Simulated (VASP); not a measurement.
Output of a VASP run:

### OSZICAR
```
...
  31 F= -.55582784E+03 E0= -.55582784E+03  d E =-.166788E-01  mag=     1.0000
       N       E                     dE             d eps       ncg     rms          rms(c)
DAV:   1    -0.555834513593E+03   -0.66760E-02   -0.15261E+00   672   0.330E+00    0.257E-01
RMM:   2    -0.555836439074E+03   -0.19255E-02   -0.26061E-02   648   0.426E-01    0.141E-01
RMM:   3    -0.555836715645E+03   -0.27657E-03   -0.44628E-03   657   0.154E-01    0.877E-02
RMM:   4    -0.555836720756E+03   -0.51104E-05   -0.73665E-04   658   0.645E-02    0.575E-02
RMM:   5    -0.555836743606E+03   -0.22850E-04   -0.18683E-04   669   0.288E-02    0.224E-02
RMM:   6    -0.555836743485E+03    0.12054E-06   -0.43106E-05   474   0.143E-02
  32 F= -.55583674E+03 E0= -.55583674E+03  d E =-.255848E-01  mag=     1.0000
       N       E                     dE             d eps       ncg     rms          rms(c)
DAV:   1    -0.555840047101E+03   -0.33035E-02   -0.20867E-01   736   0.130E+00    0.868E-02
RMM:   2    -0.555840315390E+03   -0.26829E-03   -0.35040E-03   648   0.163E-01    0.515E-02
RMM:   3    -0.555840337107E+03   -0.21716E-04   -0.59055E-04   657   0.594E-02    0.262E-02
RMM:   4    -0.555840344159E+03   -0.70524E-05   -0.10779E-04   640   0.249E-02    0.144E-02
RMM:   5    -0.555840346678E+03   -0.25189E-05   -0.22533E-05   424   0.105E-02
  33 F= -.55584035E+03 E0= -.55584035E+03  d E =-.360319E-02  mag=     1.0000
       N       E                     dE             d eps       ncg     rms          rms(c)
DAV:   1    -0.555841001795E+03   -0.65764E-03   -0.11665E-01   728   0.970E-01    0.658E-02
RMM:   2    -0.555841154535E+03   -0.15274E-03   -0.19954E-03   648   0.123E-01    0.388E-02
RMM:   3    -0.555841167920E+03   -0.13385E-04   -0.33638E-04   657   0.449E-02    0.204E-02
RMM:   4    -0.555841171702E+03   -0.37819E-05   -0.62088E-05   537   0.190E-02
  34 F= -.55584117E+03 E0= -.55584117E+03  d E =-.442822E-02  mag=     1.0000
       N       E                     dE             d eps       ncg     rms          rms(c)
DAV:   1    -0.555842218985E+03   -0.10511E-02   -0.91852E-02   672   0.864E-01    0.604E-02
RMM:   2    -0.555842349183E+03   -0.13020E-03   -0.16725E-03   648   0.110E-01    0.358E-02
RMM:   3    -0.555842363331E+03   -0.14147E-04   -0.27992E-04   659   0.402E-02    0.197E-02
RMM:   4    -0.555842365142E+03   -0.18116E-05   -0.47972E-05   503   0.167E-02
  35 F= -.55584237E+03 E0= -.55584237E+03  d E =-.119344E-02  mag=     1.0000
       N       E                     dE             d eps       ncg     rms          rms(c)
DAV:   1    -0.555842524086E+03   -0.16076E-03   -0.34486E-02   736   0.529E-01    0.378E-02
RMM:   2    -0.555842574897E+03   -0.50811E-04   -0.63630E-04   648   0.680E-02    0.228E-02
RMM:   3    -0.555842581187E+03   -0.62903E-05   -0.10824E-04   605   0.248E-02    0.129E-02
RMM:   4    -0.555842581844E+03   -0.65697E-06   -0.17319E-05   402   0.102E-02
  36 F= -.55584258E+03 E0= -.55584258E+03  d E =-.141014E-02  mag=     1.0000
       N       E                     dE             d eps       ncg     rms          rms(c)
DAV:   1    -0.555842783214E+03   -0.20203E-03   -0.18079E-02   704   0.384E-01    0.272E-02
RMM:   2    -0.555842804650E+03   -0.21436E-04   -0.30467E-04   648   0.474E-02    0.156E-02
RMM:   3    -0.555842807174E+03   -0.25241E-05   -0.53565E-05   511   0.176E-02    0.822E-03
RMM:   4    -0.555842807536E+03   -0.36104E-06   -0.81267E-06   389   0.703E-03
  37 F= -.55584281E+03 E0= -.55584281E+03  d E =-.225692E-03  mag=     1.0000
```

OUTCAR:
```
------------------------ aborting loop because EDIFF is reached ----------------------------------------
  FORCE on cell =-STRESS in cart. coord.  units (eV):
  Direction    XX          YY          ZZ          XY          YZ          ZX
  --------------------------------------------------------------------------------------
  Total       16.5940124     32.8785122     16.6243623      0.0035125     -0.0112035     -9.5441116
  in kB       72.8403026    144.3219835     72.9735252      0.0154183     -0.0491782    -41.8943871
  external PRESSURE =      96.7119371 kB  Pullay stress =       0.0000000 kB
  volume of cell :      365.00
      direct lattice vectors                 reciprocal lattice vectors
     7.146555159  0.000000000  0.000000000     0.139927556  0.000000000  0.000000000
     0.000000000  7.146555159  0.000000000     0.000000000  0.139927556  0.000000000
     0.000000000  0.000000000  7.146555159     0.000000000  0.000000000  0.139927556
 POSITION                                       TOTAL-FORCE (eV/Angst)
 -----------------------------------------------------------------------------------
      3.57215      7.12994      0.00110         0.007267     -0.000558      0.007278
      4.46261      0.87303      0.87179         0.013582     -0.000366     -0.000324
      5.35515      1.78716      7.13348         0.010965     -0.006239     -0.010827
      6.26714      2.67912      0.88012         0.002230     -0.006386     -0.004891
      5.36847      0.00058      1.77856        -0.000082     -0.011020     -0.000105
      6.27552      0.87316      2.68383        -0.003317     -0.002278     -0.004262
      7.14595      7.14391      0.00072        -0.003107      0.000947      0.006806
      0.89789      0.89261      0.90006         0.008946      0.007236      0.001037
      1.78913      1.78674      0.01603         0.005422      0.001746     -0.002753
      2.69509      2.68042      0.91455         0.004449      0.001716     -0.002329
      3.57277      3.57178      0.00141        -0.000270     -0.000572     -0.000692
      4.46430      4.45962      0.90047        -0.006157     -0.003380      0.000260
      5.35583      5.35302      7.14587         0.000130     -0.001406      0.002635
      6.25551      6.24533      0.89122        -0.004837     -0.009130      0.007226
      1.79050      0.00426      1.79263         0.004028      0.001699     -0.002653
      2.68429      0.90039      2.68668         0.006594      0.001668     -0.002733
      3.59923      1.77007      1.78119         0.010944      0.002556     -0.004850
      4.62767      2.50288      2.51917         0.005409      0.005084     -0.005830
      5.36811      3.54381      1.77916         0.004669     -0.003679     -0.005450
      6.24694      4.45971      2.68292        -0.003570     -0.005586      0.004417
      3.57270      0.01236      3.57453         0.001389     -0.005535      0.000685
      4.46066      0.90032      4.46275        -0.000019      0.003152     -0.006511
      5.36599      1.77009      3.54718         0.001330      0.002845      0.002076
      6.23250      2.68063      4.45143         0.002773     -0.000931      0.003350
      5.35436      0.00405      5.35631         0.007704      0.008935      0.002442
      6.24654      0.89289      6.24885         0.005825      0.000833     -0.004355
      7.14594      3.56519      0.00104        -0.001316      0.000747      0.004415
      0.90372      4.46009      0.90541        -0.000275      0.004311     -0.001032
      1.78993      5.35218      0.00284        -0.003997      0.009533     -0.005033
      2.68283      6.25716      0.88897        -0.001808      0.002516      0.000348
      0.01405      1.78701      1.79165         0.002795     -0.000758     -0.005891
      0.91290      2.68034      2.69739        -0.003052      0.001675     -0.002596
      1.82281      3.57408      1.82452        -0.001586      0.003727     -0.000839
      2.67688      4.58505      2.67805        -0.001445     -0.003941     -0.001603
      3.57793      5.38791      1.77746        -0.007913     -0.005836      0.000583
      4.47396      6.26926      2.67371        -0.007741     -0.009649     -0.001836
      7.14611      7.13020      3.57446        -0.002868     -0.004517      0.000482
      0.86985      0.87282      4.46546        -0.002336     -0.000784     -0.001871
      1.77940      1.76992      3.60202        -0.006730     -0.001266      0.000845
      2.51805      2.50237      4.62996        -0.018297      0.004204      0.000525
      4.46957      4.58535      4.47091        -0.012664     -0.012291     -0.007457
      5.37019      5.38787      3.56962        -0.002763     -0.002089      0.004513
      6.25871      6.25716      4.46418        -0.005403      0.005734      0.004142
      1.77702      7.14617      5.37018        -0.004357     -0.000041      0.000690
      2.68141      0.87267      6.27742         0.005836     -0.000009      0.000394
      3.54549      1.76978      5.36848         0.002234     -0.002175     -0.001477
      4.44983      2.68052      6.23481         0.001068     -0.001713     -0.002550
      5.32270      3.57422      5.32443         0.002601      0.000836      0.000171
      6.24196      4.46019      6.24317        -0.003836      0.002718      0.005409
      0.00100      5.35308      1.79105        -0.001346     -0.001144      0.003856
      0.88704      6.25741      2.68445         0.003739     -0.000329      0.000236
      7.14616      3.57179      3.57419        -0.000397      0.000107      0.001980
      0.89940      4.45871      4.46536        -0.006820      0.007972     -0.000084
      1.77591      5.38749      3.57865        -0.001547      0.000938      0.007619
      2.67206      6.26852      4.47504        -0.001049     -0.000240      0.002311
      7.13083      1.78702      5.35739         0.003135     -0.004750      0.002254
...
```
(Selected blocks of OUTCAR.)

**POSCAR**
```
C63O
1
    7.1465551590    -0.0000000000    -0.0000000000
   -0.0000000000     7.1465551590     0.0000000000
    0.0000000000     0.0000000000     7.1465551590
C O
63 1
Direct
  0.5000000000   0.0000000000   0.0000000000
  0.6250000000   0.1250000000   0.1250000000
  0.7500000000   0.2500000000   0.0000000000
  0.8750000000   0.3750000000   0.1250000000
  0.7500000000   0.0000000000   0.2500000000
  0.8750000000   0.1250000000   0.3750000000
  0.0000000000   0.0000000000   0.0000000000
  0.1250000000   0.1250000000   0.1250000000
  0.2500000000   0.2500000000   0.0000000000
  0.3779220000   0.3813560000   0.1264290000
  0.5000000000   0.5000000000   0.0000000000
  0.6221630000   0.6256250000   0.1314910000
  0.7500000000   0.7500000000   0.0000000000
  0.8750000000   0.8750000000   0.1250000000
  0.2500000000   0.0000000000   0.2500000000
  0.3722660000   0.1199380000   0.3816600000
  0.4931090000   0.2555290000   0.2479560000
  0.6309860000   0.3736050000   0.3745580000
  0.7492630000   0.5057250000   0.2519950000
  0.8713530000   0.6274720000   0.3740070000
  0.5000000000   0.0000000000   0.5000000000
  0.6295120000   0.1269340000   0.6319690000
  0.7503770000   0.2464250000   0.4933900000
  0.8776730000   0.3721460000   0.6287850000
  0.7500000000   0.0000000000   0.7500000000
  0.8750000000   0.1250000000   0.8750000000
  0.0000000000   0.5000000000   0.0000000000
  0.1250000000   0.6250000000   0.1250000000
  0.2500000000   0.7500000000   0.0000000000
  0.3750000000   0.8750000000   0.1250000000
  0.0000000000   0.2500000000   0.2500000000
  0.1212510000   0.3791190000   0.3726260000
  0.2433690000   0.5065190000   0.2562790000
  0.3802810000   0.6278250000   0.3704390000
  0.5042690000   0.7484150000   0.2529620000
  0.6220480000   0.8693390000   0.3773430000
  0.0000000000   0.0000000000   0.5000000000
  0.1250000000   0.1250000000   0.6250000000
  0.2495390000   0.2448110000   0.5005920000
  0.3705330000   0.3737420000   0.6271410000
  0.6186640000   0.6244080000   0.6195910000
  0.7523380000   0.7452300000   0.5037010000
  0.8750000000   0.8750000000   0.6250000000
  0.2500000000   0.0000000000   0.7500000000
  0.3750000000   0.1250000000   0.8750000000
  0.5019090000   0.2463970000   0.7538920000
  0.6189840000   0.3787420000   0.8740960000
  0.7565560000   0.5038140000   0.7477110000
  0.8750000000   0.6250000000   0.8750000000
  0.0000000000   0.7500000000   0.2500000000
  0.1250000000   0.8750000000   0.3750000000
  0.0000000000   0.5000000000   0.5000000000
  0.1307270000   0.6186550000   0.6258810000
  0.2560990000   0.7446800000   0.4998990000
  0.3782160000   0.8804740000   0.6181030000
  0.0000000000   0.2500000000   0.7500000000
  0.1250000000   0.3750000000   0.8750000000
  0.2474290000   0.5018490000   0.7459890000
  0.3752290000   0.6266760000   0.8710870000
  0.4985890000   0.7533980000   0.7478150000
  0.6250000000   0.8750000000   0.8750000000
  0.0000000000   0.7500000000   0.7500000000
  0.1250000000   0.8750000000   0.8750000000
  0.4941840000   0.5012280000   0.5031820000
```

### Question
Write an INCAR and KPOINTS that could have produced this output.

### Answer
One answer among several that fit: the input of the run itself, PBE GGA, plane waves, VASP's PBE PAW potentials (set 64).

### INCAR
```
# general
SYSTEM   =  C63O
PREC     =  Normal
ENCUT    =  400
LREAL    =  Auto
LASPH    =  .True.
ISYM     =  0
NELECT   =  259.0

# electronic loop
EDIFF    =  1E-5
NELM     =  100
NELMIN   =  4
ALGO     =  Fast

# smearing
ISMEAR   =  0
SIGMA    =  0.05

# functional
GGA      =  PE

# spin
ISPIN    =  2
MAGMOM   =  64*0.0156
NUPDOWN  =  1

# ions
IBRION   =  2
NSW      =  60
ISIF     =  2
EDIFFG   =  -0.03

# output
LWAVE    =  .True.
LCHARG   =  .False.
LORBIT   =  10
```

**KPOINTS**
```
Automatic mesh
0
Gamma
1 1 1
0 0 0
```

POTCAR, in this order: C O (PBE.64 set). Program: vasp_gam.

At this cut-off the stress carries a Pulay error, which pulls relaxed volumes low. The cell is charged, with a uniform compensating background. The supercell is sampled at Γ alone, which is coarse: total energies, pressure and levels can be off, energies of defects by several tenths of an eV.

The cell is a supercell with a defect, built from C (diamond): O_C, charge -1.
